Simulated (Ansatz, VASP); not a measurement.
# LaBr3: VASP beside Ansatz, part 2 of 2

One calculation is typed for both programs; each brings its own data sets. How far apart do they land? The cell is generated by rule, not measured, and may not be a known phase. The cell is taken from a series of runs on this material, whose earlier steps may have relaxed, scaled, displaced or heated it; both programs get it as it stands.

VASP 6.6.1 and Ansatz 0.2.0.

So far: The structure; VASP: relaxation of cell and atoms, r2SCAN.

The structure was built from a prototype and need not be the compound's stable phase.

## (3) Ansatz: relaxation of cell and atoms, r2SCAN

Level of this step: Ansatz beside VASP: Kohn-Sham DFT, plane waves, r2SCAN (Ansatz).

Ansatz runs on its default PAW (the set named soft_2) files.

The same cell, functional and mesh now go to Ansatz, which takes its cutoff from its data sets.

Input file input.yaml:

```yaml
crystal:
  lattice:
    - [5.8724945482, 0.0, 0.0]
    - [0.0, 5.8724945482, 0.0]
    - [0.0, 0.0, 5.8724945482]
  atoms:
    - { symbol: La, position: [0.0, 0.0, 0.0] }
    - { symbol: Br, position: [0.5, 0.0, 0.0] }
    - { symbol: Br, position: [0.0, 0.5, 0.0] }
    - { symbol: Br, position: [0.0, 0.0, 0.5] }
kpoints:
  mp_grid: { grid: [4, 4, 4] }
hamiltonian:
  xc: r2scan
scf:
  occupations: { method: fixed }
output:
  forces: true
  stress: true
  eigenvalues: true
relax:
  adjacent_minimum: "off"
  f_tol: 0.001
  max_steps: 60
  cell: { stress_tol: 0.01 }
```

Launch:

```console
ansatz run input.yaml --threads 4 --pin off --max-ram 7168MiB --backend cpu --events-out ev --progress --plain --runs-dir out
```

Numbers of over 12 decimals in the logs are rounded to 6 here.

The program printed:

```text
Engine: ansatz 0.2.0, aarch64-unknown-linux-gnu
Pseudopotentials: kind: paw
Pseudopotential: La, paw, valence charge 11, recommended cutoff 500 eV (meta_gga), La.paw.azcp
Pseudopotential: Br, paw, valence charge 7, recommended cutoff 500 eV (meta_gga), Br.paw.azcp
Functional definition: r2SCAN
  parameter k0 = 0.174
  parameter k1 = 0.065
  parameter a1 = 4.9479
  exchange = r2scan_x(k0 = k0, k1 = k1, a1 = a1)
  correlation = r2scan_c
Crystal: 4 atoms, lattice volume = 202.520 Å³
Basis set: ecut = 500 eV, 5137 PW (Γ), exchange–correlation on 180×180×180 points (64 copies of the dense FFT grid, shifted against one another)
Bands: 20, of which v1, the nominal top of the filled ones, is band 16 counted from 1 (15 counted from 0)
Symmetry: 48 space group operations
Space group: Pm-3m (ITA 221), of the structure as read, at distance tolerance 5.9e-5 Å
k-points: 10 of 64
Non-local potential: La, projectors of the file, l = 0: 3, l = 1: 2, l = 2: 2, l = 3: 3
Non-local potential: Br, projectors of the file, l = 0: 2, l = 1: 2, l = 2: 2
PAW form: soft (Blöchl's): semilocal exchange-correlation on the pseudo side does not see the compensation charge
PAW frozen core: La, regenerated for the run's functional (the file was generated under x = pbe(κ = 0.804, μ = 0.219515), c = pbe(β = 0.066725))
PAW frozen core: Br, regenerated for the run's functional (the file was generated under x = pbe(κ = 0.804, μ = 0.219515), c = pbe(β = 0.066725))
PAW one-centre angular grid: La, 974 points (default); XC on 160 Gauss nodes
PAW one-centre angular grid: Br, 302 points (default); XC on 160 Gauss nodes
Initial density: superposition of atomic densities (neutral atoms: chi_scale 0, normalization atom), corrected by the library's trained network
Initial wavefunctions: pseudopotential atomic-orbital guess
Functional: x = r2scan, c = r2scan; τ floored in thin density (d = 2e-4 eV/Å³)
SCF iter   1: F=—  HF=-14651.896695 eV  |F-HF|=—  |Δ(HF+E_count)|=         —  Δρ=5.24e-3  dr2=1.28e-1  dr2_τ=1.33e-2  ethr=1.77e-3  ⟨swp⟩=4.9  Hψ=870  notcnv=0  defer=2
preconditioner: auto → Resta (q_TF=auto, 2.006 Å⁻¹)  ε∞=2.7  [insulator: Δε(μ)=4.296 eV  Ē_g=11.015 eV  n_scr=26 (ndim 8)  ℏωp=14.3 eV  f_vac=0.275  ε∞_Penn≈2.7  vacuum switching on, ρ_ref=8.8e-3 e/Å³]
SCF iter   2: F=—  HF=-14651.900224 eV  |F-HF|=—  |Δ(HF+E_count)|=   3.53e-3  Δρ=1.51e-3  dr2=9.92e-3  dr2_τ=1.24e-3  ethr=3.99e-4  ⟨swp⟩=3.0  Hψ=505  notcnv=0  defer=6
SCF iter   3: F=—  HF=-14651.901055 eV  |F-HF|=—  |Δ(HF+E_count)|=   8.31e-4  Δρ=4.92e-4  dr2=7.52e-4  dr2_τ=2.81e-5  ethr=3.10e-5  ⟨swp⟩=3.4  Hψ=427  notcnv=0  defer=14
SCF iter   4: F=—  HF=-14651.901710 eV  |F-HF|=—  |Δ(HF+E_count)|=   6.55e-4  Δρ=8.98e-5  dr2=4.95e-5  dr2_τ=1.21e-6  ethr=2.35e-6  ⟨swp⟩=2.1  Hψ=400  notcnv=0  defer=5
SCF iter   5: F=—  HF=-14651.901702 eV  |F-HF|=—  |Δ(HF+E_count)|=   8.12e-6  Δρ=2.34e-5  dr2=1.36e-6  dr2_τ=7.20e-8  ethr=1.55e-7  ⟨swp⟩=2.0  Hψ=354  notcnv=0  defer=9
SCF iter   6: F=-14651.901707 eV  HF=-14651.901707 eV  |F-HF|=5.20e-8  |Δ(HF+E_count)|=   4.74e-6  Δρ=4.08e-6  dr2=3.27e-8  dr2_τ=1.75e-9  ethr=3.13e-10  ⟨swp⟩=10.2  Hψ=1223  notcnv=0
SCF 1 converged in 6 iterations: F = -14651.901707 eV  dr2 = 3.27e-8
  greatest PAW one-centre occupation: 0.967 electrons in one spin orbital (limit 2), on the La atom at site 0 (counted from 0), in its partial waves of l = 0
relax step   1: F+E_penalty+E_count = -14651.90170703 eV  Δ(F+E_penalty+E_count) = +0.000e0 eV  max|allowed force component| = 2.715e-29 eV/Å  Δτ_max = 0.0000 Å  P = -0.007 GPa  Ω = 202.520 Å³  (6 SCF iters, dr2 threshold 1.00e-7 eV, accepted)
Initial density: handed on by an earlier stage of this run
Initial wavefunctions: pseudopotential atomic-orbital guess (no wavefunctions were taken with the density)
iter 1 solved again at ethr=7.84e-8 eV; its pass at ethr=3.10e-3 eV (dr2=2.51e-5 eV) is discarded
SCF iter   1: F=—  HF=-14651.901746 eV  |F-HF|=—  |Δ(HF+E_count)|=         —  Δρ=4.07e-6  dr2=3.24e-8  dr2_τ=1.84e-9  ethr=7.84e-8  ⟨swp⟩=4.2  Hψ=1616  notcnv=0  defer=15
preconditioner: auto → Resta (q_TF=auto, 2.006 Å⁻¹)  ε∞=2.9  [insulator: Δε(μ)=3.986 eV  Ē_g=10.440 eV  n_scr=26 (ndim 8)  ℏωp=14.3 eV  f_vac=0.274  ε∞_Penn≈2.9]
SCF iter   2: F=—  HF=-14651.901707 eV  |F-HF|=—  |Δ(HF+E_count)|=   3.94e-5  Δρ=2.25e-6  dr2=1.10e-8  dr2_τ=5.38e-10  ethr=1.01e-10  ⟨swp⟩=2.3  Hψ=361  notcnv=0  defer=5
SCF iter   3: F=—  HF=-14651.901707 eV  |F-HF|=—  |Δ(HF+E_count)|=   2.31e-8  Δρ=5.12e-7  dr2=8.25e-10  dr2_τ=6.36e-11  ethr=3.44e-11  ⟨swp⟩=2.0  Hψ=320  notcnv=0  defer=5
SCF iter   4: F=—  HF=-14651.901707 eV  |F-HF|=—  |Δ(HF+E_count)|=  6.95e-10  Δρ=1.40e-7  dr2=1.21e-10  dr2_τ=2.61e-12  ethr=2.58e-12  ⟨swp⟩=2.0  Hψ=360  notcnv=0  defer=5
SCF iter   5: F=—  HF=-14651.901707 eV  |F-HF|=—  |Δ(HF+E_count)|=  1.93e-10  Δρ=3.99e-8  dr2=8.80e-12  dr2_τ=6.76e-13  ethr=1.00e-12  ⟨swp⟩=2.2  Hψ=262  notcnv=0  defer=5
SCF iter   6: F=-14651.901707 eV  HF=-14651.901707 eV  |F-HF|=7.28e-12  |Δ(HF+E_count)|=  4.00e-11  Δρ=9.70e-9  dr2=5.00e-13  dr2_τ=6.73e-15  ethr=1.00e-12  ⟨swp⟩=10.4  Hψ=1232  notcnv=0
SCF 2 converged in 6 iterations: F = -14651.901707 eV  dr2 = 5.00e-13
relax step   2: F+E_penalty+E_count = -14651.90170704 eV  Δ(F+E_penalty+E_count) = -1.052e-8 eV  max|allowed force component| = 2.452e-29 eV/Å  Δτ_max = 0.0000 Å  P = -0.007 GPa  Ω = 202.520 Å³  stress off target by 6.83e-3 GPa  SCF on the basis re-selected at this cell (its energy is not comparable with the rows above)  (6 SCF iters)
basis re-selected at this cell: Δ(F+E_penalty+E_count) = -1.052e-8 eV, ΔP = +0.000 GPa vs the last step (what re-selecting the basis moved, of the pressure what is left beyond the Pulay correction that the steps carried, after the strain that the cell walked since its last selection, with what the two solves' SCF thresholds leave and, on support functions, any second-order correction that the steps lacked; it is no m [...]
SCF converged after 6 iterations
Free energy (F): -14651.901707 eV
Harris-Foulkes:  -14651.901707 eV  (|F-HF|=7.28e-12)
Internal energy: -14651.901707 eV  (E = F + TS)
E sigma→0 (E₀):  -14651.901707 eV
Fermi energy:    -0.555643 eV
--- Per-component energies (eV) ---
  E_band       = -274.725907
  E_kinetic    = 591.624507
  E_local      = -1839.233152  (includes V_loc(G=0)·N_el)
  E_nonlocal   = 305.039974
  E_hartree    = 620.886931
  E_xc         = -884.300630
  E_vxc        = -504.116057  (∫ρ·V_xc dr)
  E_paw        = -12248.940508  (= ΣΔE_a)
  E_vpaw       = -95.909626  (= ΣTr[D̂ρ^β])
  E_aug_tail   = -0.000000  (compensation charges beyond the density's cutoff)
  E_vtau       = 26.094577  (kinetic-family band-sum trace: ∫τ·v_τ [+ j·A + Jᵃ·Aᵃ] dr)
  E_ewald      = -1196.572760
  E_core_change = -0.406069  (= ΣΔE_core)
  E_smearing   = -0.000000  (= −TS)
  E_closure    = 0.000000  (closes the sum)
  Σ components = -14651.901707   (vs F -14651.901707, Δ=0.00e0)
--- Forces (eV/Å), atoms counted from 1 ---
  atom   1  La    -0.00000000     0.00000000    -0.00000000
  atom   2  Br     0.00000000    -0.00000000    -0.00000000
  atom   3  Br     0.00000000     0.00000000     0.00000000
  atom   4  Br     0.00000000    -0.00000000     0.00000000
  max |Σ_I F_I| component: 6.44e-29 eV/Å
--- Stress (GPa, compression-positive) ---
       -0.006825       0.000000       0.000000
        0.000000      -0.006825       0.000000
        0.000000       0.000000      -0.006825
  P = ⅓ Tr σ = -0.0068 GPa (-0.068 kbar)
--- Band table (eV; the first three rows and the last of 10) ---
  k-point 0: bands = [... 12 lower, -1.0966, -1.0815, -1.0815, -1.0815, 3.4765, 3.4765, 3.4765, 3.4909]
  k-point 1: bands = [... 12 lower, -1.2500, -1.1147, -1.0879, -1.0879, 3.4823, 3.4854, 3.4854, 3.4989]
  k-point 2: bands = [... 12 lower, -1.4106, -1.1473, -1.0858, -1.0858, 3.4840, 3.4873, 3.4873, 3.5112]
  k-point 9: bands = [... 12 lower, -2.1268, -0.5556, -0.5556, -0.5556, 3.4306, 3.4306, 3.4306, 3.4357]
--- Relaxed structure (1 steps of the walk, 1 accepted, 1 SCFs on fresh bases) ---
  F+E_penalty+E_count = -14651.90170704 eV   max|allowed force component| = 2.452e-29 eV/Å   (the final SCF, on the basis selected at the relaxed cell)
  cell:  # Å, volume = 202.5200 Å³
    - [5.8724945482, 0.0, 0.0]
    - [0.0, 5.8724945482, 0.0]
    - [0.0, 0.0, 5.8724945482]
  atoms:
    - { symbol: La, position: [0.0, 0.0, 0.0] }
    - { symbol: Br, position: [0.500000, 0.0, 0.0] }
    - { symbol: Br, position: [0.0, 0.500000, 0.0] }
    - { symbol: Br, position: [0.0, 0.0, 0.500000] }
```

## (4) Side by side

Known differences besides the potentials themselves: VASP keeps PBE cores, Ansatz makes them for the functional; fixed occupations in Ansatz, narrow Gaussian smearing in VASP; the cutoff is 500 eV in Ansatz and 550 eV in VASP; Ansatz adds a Pulay correction to the stress that steers its cell, VASP none. Total energies have different zeros and are not compared.

Both answers:

```tsv
quantity	Ansatz	VASP	difference
volume (Å³)	202.52	201.87	+0.32 %
edge a after relaxation, in the typed setting (Å)	5.872	5.866	+0.11 %
```

## (5) Results

* difference in volume (relaxation of cell and atoms, r2SCAN): 0.32 %

What this shows: The difference in volume is 0.32 % (relaxation of cell and atoms, r2SCAN), within the 1.2 % picked in this series as the mark of a large difference, as far as the stopping tolerances let one tell. 1 further run of this series is not shown here. Such differences can come from data sets, numerical settings and the points named under the comparisons, not from the functional's error against experiment.

[Lines on the potential files, build, host, timing and source positions are cut from VASP's logs without a mark.]

[Logs are printed without paths, hosts, clocks, repeated set-up lines and the standing remarks that a program may print on its own settings, such as how far it seeks lower states.]

[Hosts, paths, dates, database ids (printed as entryN), source tags and the programs' standing remarks are cut or masked in the printed files.]
